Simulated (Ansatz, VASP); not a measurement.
Two plane-wave programs on Be12HCl

```xyz
14
Lattice="4.5800 0.0000 0.0000 2.2900 3.9664 0.0000 0.0000 0.0000 14.5884" Properties=species:S:1:pos:R:3 pbc="T T T"
Be    0.0000    0.0000    1.0000
Be    2.2900    0.0000    1.0000
Be    1.1450    1.9832    1.0000
Be    3.4350    1.9832    1.0000
Be    0.0003    1.3218    2.8464
Be    2.2897    1.3219    2.8458
Be    1.1452    3.3052    2.8502
Be    3.4349    3.3055    2.8462
Be    0.0006   -0.0002    4.6955
Be    2.2895    0.0005    4.7003
Be    1.1457    1.9821    4.6994
Be    3.4341    1.9824    4.6837
Cl    4.6584    2.9105    8.5858
H     3.6683    2.3905    7.9552
```

Alike in both runs: functional r2SCAN; k mesh 3 × 3 × 1; occupations fermi-dirac, width 0.1 eV; no spin polarisation.

Ansatz relaxed the structure, and its values are those at the end. VASP's run is a single point on that final structure, the one shown.

```csv
,VASP,Ansatz
version,VASP 6.6.1,Ansatz 0.2.0
potentials or method,"VASP PAW PBE potentials, release 64 (Be, Cl, H)","scalar-relativistic, plane waves, PAW"
plane-wave cutoff (eV),520,500
valence electrons in the cell,32,32
```

|  | VASP | Ansatz | Ansatz less VASP |
| --- | --- | --- | --- |
| rms of the force components (eV/Å) | 0.031 | 0.013 | -0.0176 |

The functional is the same, so the differences come from potentials, cutoffs and numerics. Ansatz warned: «xc_potential_rough_in_thin_density».

Caveats: the k mesh is coarse (spacing up to 0.53 Å⁻¹), so the values aren't converged; the PAW data sets were made with another functional, which shifts forces and pressure a little (VASP).
